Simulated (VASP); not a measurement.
Given:

```xyz
4
Lattice="1.8872 -3.2687 0.0000 1.8872 3.2687 0.0000 0.0000 0.0000 12.0643" Properties=species:S:1:pos:R:3 pbc="T T T"
La     1.8872    -3.2687     6.0321
La     1.8872    -3.2687     0.0000
La     1.8872     1.0896     3.0161
La     1.8872    -1.0896     9.0482
```

Method: PBE GGA, VASP's PBE PAW potentials (set 64) (plane waves; VASP). Numerical set-up: 480 eV cut-off, 10×10×4 Γ-centred mesh, first-order Methfessel-Paxton smearing of 0.10 eV, potentials La.

Energy and stress use the plane-wave basis of the starting cell.

Q: The ions, cell shape and volume at an external pressure of 2.0 GPa are relaxed. Predict the relaxed structure.

A: 
```xyz
4
Lattice="1.8452 -3.1960 0.0000 1.8452 3.1960 0.0000 0.0000 0.0000 11.7759" Properties=species:S:1:pos:R:3 pbc="T T T"
La     0.0000     0.0000     5.8880
La     0.0000     0.0000     0.0000
La     1.8452     1.0653     2.9440
La     1.8452    -1.0653     8.8319
```
Space group P6_3/mmc (194), at a tolerance of 0.03 Å.

Q: How do energy and volume change from the first to the last step?

A: The energy (σ→0) changes by +15.8 meV/atom and the volume by -6.7 %, in 5 ionic steps.

The compound is La in the dhcp structure. This run relaxes it under an external pressure of 2 GPa. Symmetry was kept, so distortions that lower it aren't found.
